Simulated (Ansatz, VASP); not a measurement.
# One calculation of Zn3AsN, two programs

```
CELL_PARAMETERS angstrom
3.94372 0.00000 0.00000
0.00000 3.94372 0.00000
0.00000 0.00000 3.94372
ATOMIC_POSITIONS crystal
Zn 0.00000 0.50000 0.50000
Zn 0.50000 0.00000 0.50000
Zn 0.50000 0.50000 0.00000
As 0.00000 0.00000 0.00000
N 0.50000 0.50000 0.50000
```

The cell comes from a database or a generator and needn't be the stable form of this composition.

Alike in both runs: task relaxation of cell and atoms; functional PBE; k mesh 6 × 6 × 6; occupations gaussian, width 0.1 eV; no spin polarisation.

|  | VASP | Ansatz |
| --- | --- | --- |
| version | VASP 6.6.1 | Ansatz 0.2.0 |
| potentials or method | VASP PAW PBE potentials, release 64 (Zn, As, N) | scalar-relativistic, plane waves, PAW |
| plane-wave cutoff (eV) | 600 | 420 |
| valence electrons in the cell | 46 | 56 |

VASP gave:

```
gap on the k mesh at the Fermi level, each at its own relaxed structure (eV) : none
relaxed volume (Å³/atom)                                                     : 14.57
relaxed cell length with the largest relative difference (Å)                 : 4.176
energy change over the relaxation (meV/atom)                                 : -159
```

Question: Estimate Ansatz's values.

Answer: gap on the k mesh at the Fermi level, each at its own relaxed structure (eV): none; relaxed volume (Å³/atom): 14.46; relaxed cell length with the largest relative difference (Å): 4.165; energy change over the relaxation (meV/atom): -149.

A gap of «none» marks a metal or a gap that the smearing closes. The two sets of potentials don't hold the same shells in valence.

Caveats: the volume moved by over 15 % at a fixed basis, so the end points are rough (VASP).
